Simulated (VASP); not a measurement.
Here is the system:

```
BaGaSnH
1.0
    4.54622     0.00000     0.00000
   -2.27311     3.93714     0.00000
    0.00000     0.00000     5.16933
Ba Ga Sn H
1 1 1 1
Cartesian
  0.00000   2.62476   5.16492
  0.00000   0.00000   2.16082
  2.27311   1.31238   2.80074
  0.00000   0.00000   0.43808
```

All values below come from PBEsol GGA, VASP's PBE PAW potentials (set 64) (plane waves; VASP). Numerical set-up: 400 eV cut-off, 6×6×5 Γ-centred mesh, tetrahedra with Blöchl corrections, potentials Ba_sv Ga_d Sn_d H.

**Question.** Estimate the energy per atom (σ→0).

**Answer.** 
```
Item                           Result
---------------------  --------------
energy per atom (σ→0)  -3.796 eV/atom
```

The absolute energy has meaning only against runs of the same code, potentials and settings.

The structure comes from a computed database's BaGaSnH entry (P3m1); how it stands against other phases isn't given here. It was relaxed first, which changed the volume by -7 %.
